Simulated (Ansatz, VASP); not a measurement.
**MoC3 in VASP and in Ansatz**

```
CELL_PARAMETERS angstrom
3.23520 0.00000 0.00000
0.00000 3.23520 0.00000
0.00000 0.00000 3.23520
ATOMIC_POSITIONS crystal
Mo 0.00000 0.00000 0.00000
C 0.00000 0.50000 0.50000
C 0.50000 0.00000 0.50000
C 0.50000 0.50000 0.00000
```

Alike in both runs: functional PBE; k mesh 6 × 6 × 6; occupations gaussian, width 0.1 eV; no spin polarisation.

Ansatz relaxed the structure, and its values are those at the end. VASP's run is a single point on that final structure, the one shown.

```csv
,VASP,Ansatz
version,VASP 6.6.1,Ansatz 0.2.0
potentials or method,"VASP PAW PBE potentials, release 64 (Mo_sv, C)","scalar-relativistic, plane waves, PAW"
plane-wave cutoff (eV),520,420
valence electrons in the cell,26,26
```

|  | VASP | Ansatz | Ansatz less VASP |
| --- | --- | --- | --- |
| gap on the k mesh at the Fermi level (eV) | none | none | - |
| pressure (GPa) | 0.1 | -0.3 | -0.32 |

A gap of «none» marks a metal or a gap that the smearing closes. With one functional, cell and mesh, what is left measures potentials, basis and numerics.
